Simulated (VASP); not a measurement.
Level of theory: optB88-vdW, VASP's PBE PAW potentials (set 64) (plane waves; VASP 6.6.1).

Input for VASP

INCAR:
```
EDIFF = 1E-6
LASPH = .True.
PARAM1 = 0.1833333333
AGGAC = 0.0
LMAXMIX = 4   ! l cut-off of mixed one-centre charges
LREAL = .False.   ! projection in real space or not
LCHARG = .False.
ISIF = 2
PARAM2 = 0.22
LUSE_VDW = .True.
SIGMA = 0.1
PREC = Accurate
NELM = 100   ! most electronic steps
ALGO = Normal
LWAVE = .False.
SYSTEM = Al3Sc
ISMEAR = 1
ENCUT = 400   ! plane-wave cut-off (eV)
GGA = BO
```

KPOINTS:
```
Automatic mesh
0
Gamma
7 7 7
0 0 0
```

File POSCAR:
```
Al3Sc
4.1058670
  1.0000000000   0.0000000000   0.0000000000
  0.0000000000   0.9890081681   0.0000000000
  0.0000000000   0.0000000000   1.0228234378
Sc Al
1 3
direct
  0.0000000000   0.0000000000   0.0000000000
  0.0000000000   0.5000000000   0.5000000000
  0.5000000000   0.0000000000   0.5000000000
  0.5060260000   0.5000000000   0.0000000000
```

POTCAR, in this order: Sc_sv Al (PBE.64 set). Program: vasp_std.

What VASP printed:

### OUTCAR
```
 ion  position               nearest neighbor table
   1  0.000  0.000  0.000-   4 2.87   4 2.87   4 2.91   4 2.91   2 2.92   2 2.92   2 2.92   2 2.92
                             3 2.94   3 2.94   3 2.94   3 2.94
   2  0.000  0.500  0.500-   3 2.89   3 2.89   3 2.89   3 2.89   4 2.92   4 2.92   1 2.92   1 2.92
                             1 2.92   1 2.92   4 2.95   4 2.95
   3  0.500  0.000  0.500-   2 2.89   2 2.89   2 2.89   2 2.89   4 2.92   4 2.92   4 2.92   4 2.92
                             1 2.94   1 2.94   1 2.94   1 2.94
   4  0.506  0.500  0.000-   1 2.87   1 2.87   1 2.91   1 2.91   2 2.92   2 2.92   3 2.92   3 2.92
                             3 2.92   3 2.92   2 2.95   2 2.95
  LATTYP: Found a simple orthorhombic cell.
 ALAT       =     4.0607360000
 B/A-ratio  =     1.0111139951
 C/A-ratio  =     1.0341910925
 Subroutine PRICEL returns:
 Original cell was already a primitive cell.
 Subroutine GETGRP returns: Found  4 space group operations
The static configuration has the point symmetry C_2v.
The dynamic configuration has the point symmetry C_2v.
 Subroutine INISYM returns: Found  4 space group operations
 Subroutine IBZKPT returns following result:
 Found     64 irreducible k-points:

 Following reciprocal coordinates:
            Coordinates               Weight
  0.000000  0.000000  0.000000      1.000000
  0.142857  0.000000  0.000000      2.000000
  0.285714  0.000000  0.000000      2.000000
  0.428571  0.000000  0.000000      2.000000
  0.000000  0.142857  0.000000      2.000000
  0.142857  0.142857  0.000000      4.000000
  0.285714  0.142857  0.000000      4.000000
  0.428571  0.142857  0.000000      4.000000
  0.000000  0.285714  0.000000      2.000000
  0.142857  0.285714  0.000000      4.000000
  0.285714  0.285714  0.000000      4.000000
  0.428571  0.285714  0.000000      4.000000
  0.000000  0.428571  0.000000      2.000000
  0.142857  0.428571  0.000000      4.000000
  0.285714  0.428571  0.000000      4.000000
  0.428571  0.428571  0.000000      4.000000
...
```

**OSZICAR**
```
       N       E                     dE             d eps       ncg     rms          rms(c)
DAV:   1     0.104211435207E+03    0.10421E+03   -0.73531E+03  1816   0.105E+03
DAV:   2    -0.580634259852E+01   -0.11002E+03   -0.10830E+03  1792   0.334E+02
DAV:   3    -0.128736867941E+02   -0.70673E+01   -0.68145E+01  2720   0.646E+01
DAV:   4    -0.130280901835E+02   -0.15440E+00   -0.15354E+00  2550   0.108E+01
DAV:   5    -0.130310341662E+02   -0.29440E-02   -0.29431E-02  2594   0.143E+00    0.823E+00
DAV:   6    -0.121811700295E+02    0.84986E+00   -0.49953E+00  3038   0.249E+01    0.276E+00
DAV:   7    -0.121534014916E+02    0.27769E-01   -0.14623E-01  2672   0.382E+00    0.179E+00
DAV:   8    -0.121438434737E+02    0.95580E-02   -0.56107E-02  2992   0.236E+00    0.302E-01
DAV:   9    -0.121444360019E+02   -0.59253E-03   -0.17547E-02  2960   0.164E+00    0.237E-01
DAV:  10    -0.121437211907E+02    0.71481E-03   -0.66111E-03  2984   0.930E-01    0.509E-02
DAV:  11    -0.121437387179E+02   -0.17527E-04   -0.65237E-04  2938   0.271E-01    0.399E-02
DAV:  12    -0.121437108206E+02    0.27897E-04   -0.21480E-04  3028   0.173E-01    0.397E-03
DAV:  13    -0.121437107933E+02    0.27290E-07   -0.42336E-06  2104   0.209E-02
   1 F= -.12143711E+02 E0= -.12143471E+02  d E =-.720803E-03
```

**OUTCAR**
```
------------------------ aborting loop because EDIFF is reached ----------------------------------------
  FORCE on cell =-STRESS in cart. coord.  units (eV):
  Direction    XX          YY          ZZ          XY          YZ          ZX
  --------------------------------------------------------------------------------------
  Total       -0.2577380      0.2281684     -1.5684153      0.0000000      0.0000000      0.0000000
  in kB       -5.8975800      5.2209674    -35.8885958      0.0000000      0.0000000      0.0000000
  external PRESSURE =     -12.1884028 kB  Pullay stress =       0.0000000 kB
  volume of cell :       70.02
      direct lattice vectors                 reciprocal lattice vectors
     4.105867000  0.000000000  0.000000000     0.243553919  0.000000000  0.000000000
     0.000000000  4.060736000  0.000000000     0.000000000  0.246260776  0.000000000
     0.000000000  0.000000000  4.199577000     0.000000000  0.000000000  0.238119220
 POSITION                                       TOTAL-FORCE (eV/Angst)
 -----------------------------------------------------------------------------------
      0.00000      0.00000      0.00000         0.109194      0.000000      0.000000
      0.00000      2.03037      2.09979         0.035987      0.000000      0.000000
      2.05293      0.00000      2.09979         0.000380      0.000000      0.000000
      2.07768      2.03037      0.00000        -0.145560      0.000000      0.000000
 -----------------------------------------------------------------------------------
    total drift:                               -0.000014      0.000000      0.000000
  FREE ENERGIE OF THE ION-ELECTRON SYSTEM (eV)
  ---------------------------------------------------
  free  energy   TOTEN  =       -12.1437107933 eV

  energy  without entropy=      -12.1429899904  energy(sigma->0) =      -12.14347053
```
(Selected blocks of OUTCAR.)

The compound is Al3Sc in the L1_2 structure. The cell was not relaxed at this level, atoms are displaced from their ideal sites. The run is one of a series of settings (AGGAC = 0.0, GGA = BO, LUSE_VDW = .TRUE., PARAM1 = 0.1833333333, PARAM2 = 0.22 against the base run), some of them coarse on purpose.
